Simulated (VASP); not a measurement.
These are PBE GGA, VASP's PBE PAW potentials (set 64) (plane waves; VASP) values and carry that method's errors.

Input for VASP

### INCAR
```
SYSTEM = InAs
PREC = Accurate; ENCUT = 400; LREAL = .False.
LASPH = .True.
EDIFF = 1E-7; NELM = 100; ALGO = Normal
LMAXMIX = 4
ISMEAR = -5
GGA = PE
ISIF = 2
LWAVE = .False.; LCHARG = .True.; LORBIT = 11
NEDOS = 601
```

**POSCAR**
```
InAs
1
    0.0000000000     3.0929167400     3.0929167400
    3.0929167400     0.0000000000     3.0929167400
    3.0929167400     3.0929167400     0.0000000000
In As
1 1
Direct
  0.0000000000   0.0000000000   0.0000000000
  0.2500000000   0.2500000000   0.2500000000
```

**KPOINTS**
```
K-points
0
G
 11 11 11
0 0 0
```

POTCAR, in this order: In_d As (PBE.64 set). Program: vasp_std.

Output of the run:

### OSZICAR
```
       N       E                     dE             d eps       ncg     rms          rms(c)
DAV:   1     0.104686825442E+03    0.10469E+03   -0.73542E+03  1466   0.122E+03
DAV:   2    -0.701535774227E+00   -0.10539E+03   -0.10265E+03  1536   0.293E+02
DAV:   3    -0.778753719286E+01   -0.70860E+01   -0.70497E+01  1871   0.837E+01
DAV:   4    -0.796629268195E+01   -0.17876E+00   -0.17868E+00  1711   0.155E+01
DAV:   5    -0.797408475409E+01   -0.77921E-02   -0.77918E-02  2096   0.262E+00    0.407E+00
DAV:   6    -0.773615010692E+01    0.23793E+00   -0.44454E-01  2146   0.118E+01    0.229E+00
DAV:   7    -0.771731914964E+01    0.18831E-01   -0.12648E-01  2021   0.323E+00    0.692E-01
DAV:   8    -0.771847124555E+01   -0.11521E-02   -0.11935E-02  1716   0.156E+00    0.175E-01
DAV:   9    -0.771915153787E+01   -0.68029E-03   -0.12437E-03  1766   0.438E-01    0.110E-01
DAV:  10    -0.771926992240E+01   -0.11838E-03   -0.16784E-04  1903   0.162E-01    0.722E-02
DAV:  11    -0.771931432340E+01   -0.44401E-04   -0.15674E-04  1576   0.132E-01    0.577E-02
DAV:  12    -0.771931660436E+01   -0.22810E-05   -0.11359E-05  1571   0.272E-02    0.150E-02
DAV:  13    -0.771931688553E+01   -0.28117E-06   -0.20267E-06  1786   0.886E-03    0.853E-03
DAV:  14    -0.771931711339E+01   -0.22786E-06   -0.16056E-07  1537   0.420E-03    0.287E-03
DAV:  15    -0.771931732078E+01   -0.20739E-06   -0.41552E-08   908   0.232E-03    0.646E-04
DAV:  16    -0.771931736698E+01   -0.46201E-07   -0.10048E-08   808   0.104E-03
   1 F= -.77193174E+01 E0= -.77193174E+01  d E =0.000000E+00
```

### OUTCAR
```
------------------------ aborting loop because EDIFF is reached ----------------------------------------
  FORCE on cell =-STRESS in cart. coord.  units (eV):
  Direction    XX          YY          ZZ          XY          YZ          ZX
  --------------------------------------------------------------------------------------
  Total        0.0124596      0.0124596      0.0124596      0.0000000      0.0000000     -0.0000000
  in kB        0.3373500      0.3373500      0.3373500      0.0000000      0.0000000     -0.0000000
  external PRESSURE =       0.3373500 kB  Pullay stress =       0.0000000 kB
  volume of cell :       59.17
      direct lattice vectors                 reciprocal lattice vectors
     0.000000000  3.092916740  3.092916740    -0.161659702  0.161659702  0.161659702
     3.092916740  0.000000000  3.092916740     0.161659702 -0.161659702  0.161659702
     3.092916740  3.092916740  0.000000000     0.161659702  0.161659702 -0.161659702
  FREE ENERGIE OF THE ION-ELECTRON SYSTEM (eV)
  ---------------------------------------------------
  free  energy   TOTEN  =        -7.7193173670 eV

  energy  without entropy=       -7.7193173670  energy(sigma->0) =       -7.71931737

 total charge

# of ion       s       p       d       tot
------------------------------------------
    1        0.850   0.670   9.880  11.400
    2        1.226   1.527   0.019   2.771
--------------------------------------------------
tot          2.076   2.197   9.899  14.172
```
(Selected blocks of OUTCAR.)

For a metal the tetrahedron method with Blöchl corrections gives inexact stress and forces.

The compound is InAs in the zinc blende structure. It was relaxed first, which changed the volume by +6 %.
